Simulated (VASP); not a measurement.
Output of a VASP run:

File OSZICAR:
```
       N       E                     dE             d eps       ncg     rms          rms(c)
DAV:   1     0.696973503157E+03    0.69697E+03   -0.31521E+04  7272   0.231E+03
DAV:   2     0.201317339287E+02   -0.67684E+03   -0.63859E+03  7722   0.621E+02
DAV:   3    -0.656383432210E+02   -0.85770E+02   -0.83491E+02  8860   0.206E+02
DAV:   4    -0.686458524526E+02   -0.30075E+01   -0.28362E+01  8478   0.358E+01
DAV:   5    -0.687060375042E+02   -0.60185E-01   -0.58466E-01  7488   0.542E+00    0.488E+01
DAV:   6    -0.655679562696E+02    0.31381E+01   -0.16047E+02  8754   0.124E+02    0.514E+01
DAV:   7    -0.557413503889E+02    0.98266E+01   -0.11357E+02  9126   0.128E+02    0.213E+01
DAV:   8    -0.535810851291E+02    0.21603E+01   -0.91266E+00  7672   0.305E+01    0.741E+00
DAV:   9    -0.532819568286E+02    0.29913E+00   -0.14804E+00  9472   0.117E+01    0.229E+00
DAV:  10    -0.532855297886E+02   -0.35730E-02   -0.13043E-01  7422   0.289E+00    0.132E+00
DAV:  11    -0.532805791677E+02    0.49506E-02   -0.18874E-02  8470   0.190E+00    0.649E-01
DAV:  12    -0.532790719022E+02    0.15073E-02   -0.94137E-03  8962   0.142E+00    0.228E-01
DAV:  13    -0.532791698221E+02   -0.97920E-04   -0.82302E-04  7632   0.214E-01    0.612E-02
DAV:  14    -0.532791514933E+02    0.18329E-04   -0.77448E-05  8476   0.600E-02    0.337E-02
DAV:  15    -0.532791479845E+02    0.35088E-05   -0.21492E-05  8306   0.630E-02    0.125E-02
DAV:  16    -0.532791484139E+02   -0.42942E-06   -0.29771E-06  6754   0.210E-02
   1 F= -.53279148E+02 E0= -.53279273E+02  d E =-.532791E+02  mag=     0.0000
```

OUTCAR:
```
------------------------ aborting loop because EDIFF is reached ----------------------------------------
  FORCE on cell =-STRESS in cart. coord.  units (eV):
  Direction    XX          YY          ZZ          XY          YZ          ZX
  --------------------------------------------------------------------------------------
  Total       -0.0176441     -0.0176441      0.0069344      0.0000000      0.0000000      0.0000000
  in kB       -0.5416950     -0.5416950      0.2128949      0.0000000      0.0000000      0.0000000
  external PRESSURE =      -0.2901650 kB  Pullay stress =       0.0000000 kB
  volume of cell :       52.19
      direct lattice vectors                 reciprocal lattice vectors
     4.330959493  0.000000000  0.000000000     0.230895718  0.000000000  0.000000000
     0.000000000  4.330959493  0.000000000     0.000000000  0.230895718  0.000000000
     0.000000000  0.000000000  2.782184886     0.000000000  0.000000000  0.359429744
 POSITION                                       TOTAL-FORCE (eV/Angst)
 -----------------------------------------------------------------------------------
      0.00000      0.00000      0.00000        -0.000000      0.000000      0.000000
      2.16548      2.16548      1.39109        -0.000000      0.000000      0.000000
      1.30685      1.30685      0.00000        -0.008608     -0.008608      0.000000
      3.47233      0.85863      1.39109        -0.008608      0.008608      0.000000
      0.85863      3.47233      1.39109         0.008608     -0.008608      0.000000
      3.02411      3.02411      0.00000         0.008608      0.008608      0.000000
 -----------------------------------------------------------------------------------
    total drift:                                0.000000      0.000000      0.000000
  FREE ENERGIE OF THE ION-ELECTRON SYSTEM (eV)
  ---------------------------------------------------
  free  energy   TOTEN  =       -53.2791484139 eV

  energy  without entropy=      -53.2795214320  energy(sigma->0) =      -53.27927275

 total charge

# of ion       s       p       d       tot
------------------------------------------
    1        0.383   6.530   5.048  11.961
    2        0.383   6.530   5.048  11.961
    3        1.557   3.461   0.000   5.018
    4        1.557   3.461   0.000   5.018
    5        1.557   3.461   0.000   5.018
    6        1.557   3.461   0.000   5.018
--------------------------------------------------
tot          6.993  26.904  10.097  43.994

 magnetization (x)

# of ion       s       p       d       tot
------------------------------------------
    1        0.010   0.014   2.113   2.137
    2       -0.010  -0.014  -2.113  -2.137
    3       -0.000  -0.038   0.000  -0.039
    4        0.000   0.038   0.000   0.039
    5        0.000   0.038   0.000   0.039
    6       -0.000  -0.038   0.000  -0.039
--------------------------------------------------
tot          0.000   0.000   0.000   0.000

 reached required accuracy - stopping structural energy minimisation
```
(Selected blocks of OUTCAR.)

File POSCAR:
```
MnO2
1
    4.3309594926    -0.0000000000     0.0000000000
   -0.0000000000     4.3309594926     0.0000000000
    0.0000000000     0.0000000000     2.7821848857
Mn O
2 4
Direct
  0.0000000000   1.0000000000   0.0000000000
  0.5000000000   0.5000000000   0.5000000000
  0.3017468909   0.3017468909   0.0000000000
  0.8017468909   0.1982531091   0.5000000000
  0.1982531091   0.8017468909   0.5000000000
  0.6982531091   0.6982531091   0.0000000000
```

**Question.** Write an INCAR and KPOINTS that could have produced this output.

**Answer.** Several could match; the one computed here: the input of the run itself, LDA (Ceperley-Alder, Perdew-Zunger), plane waves, VASP's LDA PAW potentials (set 64).

**INCAR**
```
ALGO = Normal
EDIFF = 1E-6
EDIFFG = -0.02
ENCUT = 620
IBRION = 2
ISIF = 3
ISMEAR = 1
ISPIN = 2
LASPH = .TRUE.
LCHARG = .FALSE.
LMAXMIX = 4
LORBIT = 10
LREAL = .FALSE.
LWAVE = .FALSE.
MAGMOM = 2.1 -2.1 -0.0 0.0 0.0 -0.0
NELM = 100
NSW = 40
PREC = Accurate
SIGMA = 0.1
SYSTEM = MnO2
```

**KPOINTS**
```
Automatic mesh
0
Gamma
7 7 11
0 0 0
```

POTCAR, in this order: Mn_pv O (LDA.64 set). Program: vasp_std.

The compound is MnO2 in the rutile structure. It was relaxed first, which changed the volume by -6 %.
